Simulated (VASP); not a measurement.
Write the native input for VASP 6.6.1 that does the following.

- Task: density of states
- Functional: LDA
- Potentials or basis: VASP PAW LDA potentials, release 64 (Mg)
- Cutoff: 520 eV
- k mesh: 12 × 12 × 7
- Occupations: fermi-dirac, width 0.1 eV
- Spin: no spin polarisation
- Dipole correction: no
- k mesh for the DOS: 18 × 18 × 11
- Occupations for the DOS: tetrahedron
- Further INCAR settings: ALGO = Fast; EDIFF = 1e-07; NBANDS = 9

Mg:

```
Mg
1.0
     3.23588    0.00000    0.00000
    -1.61795    2.80236    0.00000
     0.00000    0.00000    5.25354
Mg
2
Direct
  0.33333 0.66667 0.25000
  0.66666 0.33333 0.75000
```

The input as run:

POSCAR

```
Mg
1.0
    3.2358835900      0.0000000000      0.0000000000
   -1.6179468400      2.8023580500      0.0000000000
    0.0000000000      0.0000000000      5.2535378300
Mg
2
Direct
    0.3333300000      0.6666700000      0.2500000000
    0.6666600000      0.3333300000      0.7500000000
```

INCAR.step1

```
ALGO     = Fast           # electronic algorithm
EDIFF    = 1E-7           # SCF threshold, eV
ENCUT    = 520            # plane-wave cutoff, eV
GGA      = CA             # functional
ISIF     = 2              # what is computed and relaxed
ISMEAR   = -1             # smearing method
LASPH    = True           # aspherical terms in the spheres
LCHARG   = True           # write CHGCAR
LREAL    = False          # projectors in reciprocal space
LWAVE    = False          # write WAVECAR
NBANDS   = 9              # bands
NELM     = 80             # most SCF steps
PREC     = Accurate       # precision mode
SIGMA    = 0.1            # smearing width, eV
```

KPOINTS.step1

```
k-points
0
Gamma
  12 12 7
```

INCAR.step2

```
ALGO     = Fast           # electronic algorithm
EDIFF    = 1E-7           # SCF threshold, eV
ENCUT    = 520            # plane-wave cutoff, eV
GGA      = CA             # functional
ICHARG   = 11             # starting density
ISIF     = 2              # what is computed and relaxed
ISMEAR   = -5             # smearing method
LASPH    = True           # aspherical terms in the spheres
LCHARG   = False          # write CHGCAR
LORBIT   = 11             # projections on sites
LREAL    = False          # projectors in reciprocal space
LWAVE    = False          # write WAVECAR
NBANDS   = 9              # bands
NEDOS    = 1001           # points of the DOS
NELM     = 80             # most SCF steps
PREC     = Accurate       # precision mode
SIGMA    = 0.1            # smearing width, eV
```

KPOINTS.step2

```
k-points
0
Gamma
  18 18 11
```

Potentials or basis: VASP PAW LDA potentials, release 64 (Mg).

Command:

```sh
$ cat potpaw_LDA.64/Mg/POTCAR > POTCAR
$ cp INCAR.step1 INCAR
$ cp KPOINTS.step1 KPOINTS
$ mpirun -np 1 vasp_std > vasp.out
$ cp INCAR.step2 INCAR
$ cp KPOINTS.step2 KPOINTS
$ mpirun -np 1 vasp_std > vasp.out
```

It gave:

```json
{
  "Valence electrons inside the program's atomic spheres": "Mg 0.35"
}
```

Wall time 67 s on 1 thread of AMD EPYC 9R45 (Zen 5), on a shared host, peak memory 0.3 GiB.
